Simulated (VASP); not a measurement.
# SbC (Pm-3m) in VASP: reference runs

How does SbC come out in PBE? The cell is run as given.

Everything below comes from runs of VASP 6.6.1. Logs are shortened: lines on timing, memory, paths and dates and some standing lists are left out, and cuts for length are marked.

## 1. Starting point

It takes space group Pm-3m (No. 221, cubic). Conventional cell: a = 3.115 Å, b = 3.115 Å, c = 3.115 Å, α = 90.00°, β = 90.00°, γ = 90.00°. Sb (site symmetry m-3m) is surrounded by 8 C at 2.70 Å. C (site symmetry m-3m) has 8 Sb at 2.70 Å as nearest neighbours.

The cell was built by a generator and needn't be a form met in nature.

## 2. Single point, PBE

File INCAR:

```
SYSTEM = SbC
ALGO = Normal
EDIFF = 1E-7
ENCUT = 520
GGA = PE
ISIF = 2
ISMEAR = -1
LASPH = .TRUE.
LCHARG = .FALSE.
LREAL = .FALSE.
LWAVE = .FALSE.
NBANDS = 12
NELM = 100
PREC = Accurate
SIGMA = 0.05
```

File KPOINTS:

```
k-points
0
G
  9 9 9
  0 0 0
```

File POSCAR:

```
SbC
1.0
    3.1146800000      0.0000000000      0.0000000000
    0.0000000000      3.1146800000      0.0000000000
    0.0000000000      0.0000000000      3.1146800000
Sb C
1 1
Direct
    0.5000000000      0.5000000000      0.5000000000
    0.0000000000      0.0000000000      0.0000000000
```

Potentials or basis: VASP PAW PBE potentials, release 64 (Sb, C).

Run with:

```
cat potpaw_PBE.64/Sb/POTCAR potpaw_PBE.64/C/POTCAR > POTCAR
mpirun -np 1 vasp_std > vasp.out
```

OUTCAR:

```text
SYSTEM = SbC
   EDIFF = 1E-7
   ENCUT = 520
   GGA = PE
   ISIF = 2
   ISMEAR = -1
   LASPH = .TRUE.
   LREAL = .FALSE.
   NELM = 100
   PREC = Accurate

 ion  position               nearest neighbor table
   1  0.500  0.500  0.500-   2 2.70   2 2.70   2 2.70   2 2.70   2 2.70   2 2.70   2 2.70   2 2.70

   2  0.000  0.000  0.000-   1 2.70   1 2.70   1 2.70   1 2.70   1 2.70   1 2.70   1 2.70   1 2.70

  LATTYP: Found a simple cubic cell.
 ALAT       =     3.1146800000

  Lattice vectors:

 A1 = (   3.1146800000,   0.0000000000,   0.0000000000)
 A2 = (   0.0000000000,   3.1146800000,   0.0000000000)
 A3 = (   0.0000000000,   0.0000000000,   3.1146800000)

Analysis of symmetry for initial positions (statically):
=====================================================================
 Subroutine PRICEL returns:
 Original cell was already a primitive cell.

 Routine SETGRP: Setting up the symmetry group for a
 simple cubic supercell.

 Subroutine GETGRP returns: Found 48 space group operations
 (whereof 48 operations were pure point group operations)
 out of a pool of 48 trial point group operations.

The static configuration has the point symmetry O_h .

Analysis of symmetry for dynamics (positions and initial velocities):
=====================================================================
 Subroutine PRICEL returns:
 Original cell was already a primitive cell.

 Routine SETGRP: Setting up the symmetry group for a
 simple cubic supercell.

 Subroutine GETGRP returns: Found 48 space group operations
 (whereof 48 operations were pure point group operations)
 out of a pool of 48 trial point group operations.

The dynamic configuration has the point symmetry O_h .

 Subroutine INISYM returns: Found 48 space group operations
 (whereof 48 operations are pure point group operations),
 and found     1 'primitive' translations

----------------------------------------------------------------------------------------

                                     Primitive cell

  volume of cell :      30.2162

  direct lattice vectors                    reciprocal lattice vectors
     3.114680000  0.000000000  0.000000000     0.321060269  0.000000000  0.000000000
     0.000000000  3.114680000  0.000000000     0.000000000  0.321060269  0.000000000
     0.000000000  0.000000000  3.114680000     0.000000000  0.000000000  0.321060269

  length of vectors
     3.114680000  3.114680000  3.114680000     0.321060269  0.321060269  0.321060269

  position of ions in fractional coordinates (direct lattice)
     0.500000000  0.500000000  0.500000000
     0.000000000  0.000000000  0.000000000

  ion indices of the primitive-cell ions
   primitive index   ion index
                 1           1
                 2           2

----------------------------------------------------------------------------------------

 KPOINTS: k-points

Automatic generation of k-mesh.
 Grid dimensions read from file:
 generate k-points for:    9    9    9

 Generating k-lattice:

  Cartesian coordinates                     Fractional coordinates (reciprocal lattice)
     0.035673363  0.000000000  0.000000000     0.111111111  0.000000000  0.000000000
     0.000000000  0.035673363  0.000000000     0.000000000  0.111111111  0.000000000
     0.000000000  0.000000000  0.035673363     0.000000000  0.000000000  0.111111111

  Length of vectors
     0.035673363  0.035673363  0.035673363

  Shift w.r.t. Gamma in fractional coordinates (k-lattice)
     0.000000000  0.000000000  0.000000000

 Subroutine IBZKPT returns following result:
 ===========================================

 Found     35 irreducible k-points:

 Following reciprocal coordinates:
            Coordinates               Weight
  0.000000  0.000000  0.000000      1.000000
  0.111111  0.000000  0.000000      6.000000
  0.222222  0.000000  0.000000      6.000000
  0.333333  0.000000  0.000000      6.000000
  0.444444  0.000000  0.000000      6.000000
  0.111111  0.111111  0.000000     12.000000
[... 16 lines left out ...]
  0.333333  0.333333  0.111111     24.000000
  0.444444  0.333333  0.111111     48.000000
 [... further k-points ...]
   k-points           NKPTS =     35   k-points in BZ     NKDIM =     35   number of bands    NBANDS=     12
   number of dos      NEDOS =    301   number of ions     NIONS =      2
   total plane-waves  NPLWV =  13824
   dimension x,y,z NGX =    24 NGY =   24 NGZ =   24
   dimension x,y,z NGXF=    48 NGYF=   48 NGZF=   48
   ions per type =               1   1
   NGX,Y,Z   is equivalent  to a cutoff of  12.81, 12.81, 12.81 a.u.
   NGXF,Y,Z  is equivalent  to a cutoff of  25.62, 25.62, 25.62 a.u.
 SYSTEM =  SbC
   PREC   = accura    normal or accurate (medium, high low for compatibility)
   ISTART =      0    job   : 0-new  1-cont  2-samecut
   ICHARG =      2    charge: 1-file 2-atom 10-const
   ISPIN  =      1    spin polarized calculation?
   LNONCOLLINEAR =      F non collinear calculations
   LSORBIT =      F    spin-orbit coupling
   LASPH  =      T    aspherical Exc in radial PAW
   ENCUT  =  520.0 eV  38.22 Ry    6.18 a.u.   5.79  5.79  5.79*2*pi/ulx,y,z
   NELM   =    100;   NELMIN=  2; NELMDL= -5     # of ELM steps
   EDIFF  = 0.1E-06   stopping-criterion for ELM
   LREAL  =      F    real-space projection
   EDIFFG = 0.1E-05   stopping-criterion for IOM
   NSW    =      0    number of steps for IOM
   IBRION =     -1    ionic relax: 0-MD 1-quasi-New 2-CG
   NFREE  =      0    steps in history (QN), initial steepest desc. (CG)
   ISIF   =      2    stress and relaxation
   ISYM   =      2    0-nonsym 1-usesym 2-fastsym
   POTIM  = 0.5000    time-step for ionic-motion
   TEBEG  =    0.0;   TEEND  =   0.0 temperature during run
   PSTRESS=    0.0 pullay stress
   NELECT =       9.0000    total number of electrons
   NUPDOWN=      -1.0000    fix difference up-down
   EMIN   =  10.00;   EMAX   =-10.00  energy-range for DOS
   EFERMI =   0.00;   METHOD = LEGACY
   ISMEAR =    -1;   SIGMA  =   0.05  broadening in eV -4-tet -1-fermi 0-gaus
   EFERMI_NEDOS =   21; number of points for ismear=-14 and -15
   IALGO  =     38    algorithm
   IMIX   =      4    mixing-type and parameters
     AMIX     =   0.40;   BMIX     =  1.00
     AMIX_MAG =   1.60;   BMIX_MAG =  1.00
  volume/ion in A,a.u.               =      15.11       101.95
  Fermi-wavevector in a.u.,A,eV,Ry     =   1.093307  2.066051 16.263326  1.195321
  Thomas-Fermi vector in A             =   2.229590
   LORBIT       =      0    0 simple, 1 ext, 2 COOP (PROOUT), +10 PAW based schemes
   GGA     = PE    functional components
   LHFCALC =     F    Hartree Fock is set to
   AEXX    =    0.0000 exact exchange contribution
   IVDW    =     0    specifies the selected vdW correction
   LEPSILON=     F    determine dielectric tensor
   LRPA    =     F    only Hartree local field effects (RPA)
 non-spin polarized calculation
  energy-cutoff  :      520.00
  volume of cell :       30.22
 maximum number of plane-waves:       822
 NGX is ok and might be reduce to    24
   NGX = 11   NGY = 11   NGZ = 11

 number of electron       8.9999999 magnetization

 Free energy of the ion-electron system (eV)
  ---------------------------------------------------
  ext. energy  EPLUGINS =         0.00000000
  ---------------------------------------------------
  free energy    TOTEN  =        -8.94764438 eV

  energy without entropy =       -8.93794324  energy(sigma->0) =       -8.94279381

 E-fermi :   9.6398     XC(G=0): -11.3924

 val. band max:        9.6102237645   @ k =   0.4444   0.3333   0.1111
 cond. band min:       9.6995087146   @ k =   0.3333   0.2222   0.0000
 fundamental gap:      0.0892849500
 Fermi energy:         9.6398297748

 k-point     1 :       0.0000    0.0000    0.0000
  band No.  band energies     occupation
      1      -5.5095      2.00000
      2       5.5121      2.00000
      3       7.9866      2.00000
      4       7.9866      2.00000
      5       7.9866      2.00000
      6      15.1068      0.00000
      7      15.1068      0.00000
      8      17.2277      0.00000
      9      17.2277      0.00000
     10      17.2277      0.00000
     11      25.7593      0.00000
     12      25.7593      0.00000

 k-point     2 :       0.1111    0.0000    0.0000
  band No.  band energies     occupation
      1      -5.3237      2.00000
      2       4.6794      2.00000
      3       8.1503      2.00000
      4       8.1503      2.00000
      5       8.1829      2.00000
      6      15.1391      0.00000
      7      15.2593      0.00000
      8      16.9049      0.00000
      9      16.9049      0.00000
     10      17.6463      0.00000
     11      25.0594      0.00000
     12      25.0596      0.00000

 k-point     3 :       0.2222    0.0000    0.0000
  band No.  band energies     occupation
      1      -4.7670      2.00000
      2       2.8887      2.00000
      3       8.6175      2.00000
      4       8.6188      2.00000
      5       8.6188      2.00000
      6      14.3067      0.00000
      7      15.7169      0.00000
      8      16.0102      0.00000
      9      16.0102      0.00000
     10      19.5161      0.00000
     11      22.8753      0.00000
     12      24.5039      0.00000
[... 286 lines left out ...]
 k-point    23 :       0.3333    0.3333    0.1111
  band No.  band energies     occupation
      1      -2.0343      2.00000
      2       1.6922      2.00000
      3       4.1816      2.00000
      4       7.7999      2.00000
      5       9.0891      1.99997
      6      12.5119      0.00000
      7      13.9905      0.00000
      8      14.9417      0.00000
      9      20.2912      0.00000
     10      21.8467      0.00000
     11      22.0529      0.00000
     12      22.9340      0.00000

 k-point    24 :       0.4444    0.3333    0.1111
  band No.  band energies     occupation
      1      -0.8372      2.00000
      2       0.6588      2.00000
      3       4.4886      2.00000
      4       6.1340      2.00000
      5       9.6102      1.28770
      6      12.4896      0.00000
      7      13.5304      0.00000
      8      15.3905      0.00000
      9      19.9106      0.00000
     10      21.7123      0.00000
     11      21.9704      0.00000
     12      23.1574      0.00000

 [... further k-points ...]

------------------------ aborting loop because EDIFF is reached ----------------------------------------

  FORCE on cell =-STRESS in cart. coord.  units (eV):
  Direction    XX          YY          ZZ          XY          YZ          ZX
  --------------------------------------------------------------------------------------
  -------------------------------------------------------------------------------------
  Total       -0.1895569     -0.1895569     -0.1895569      0.0000000      0.0000000     -0.0000000
  in kB      -10.0510156    -10.0510156    -10.0510156      0.0000000      0.0000000     -0.0000000
  external PRESSURE =     -10.0510156 kB  Pullay stress =       0.0000000 kB

 VOLUME and BASIS-vectors are now :
 -----------------------------------------------------------------------------
  energy-cutoff  :      520.00
  volume of cell :       30.22
      direct lattice vectors                 reciprocal lattice vectors
     3.114680000  0.000000000  0.000000000     0.321060269  0.000000000  0.000000000
     0.000000000  3.114680000  0.000000000     0.000000000  0.321060269  0.000000000
     0.000000000  0.000000000  3.114680000     0.000000000  0.000000000  0.321060269

 POSITION                                       TOTAL-FORCE (eV/Angst)
 -----------------------------------------------------------------------------------
      1.55734      1.55734      1.55734         0.000000      0.000000      0.000000
      0.00000      0.00000      0.00000         0.000000      0.000000      0.000000
 -----------------------------------------------------------------------------------
    total drift:                               -0.000000      0.000000      0.000000

  FREE ENERGIE OF THE ION-ELECTRON SYSTEM (eV)
  ---------------------------------------------------
  free  energy   TOTEN  =        -8.9476443783 eV

  energy  without entropy=       -8.9379432385  energy(sigma->0) =       -8.94279381
```

Wall time 5.1 s (1 thread of Intel Xeon Platinum 8559C (Emerald Rapids), shared host); peak memory 0.14 GiB.

Results:

| Item | Value |
| --- | --- |
| Free energy | -8.9476 eV |
| Pressure | -1.0 GPa |
| Band gap on the k mesh | none (metal or under the smearing width) |
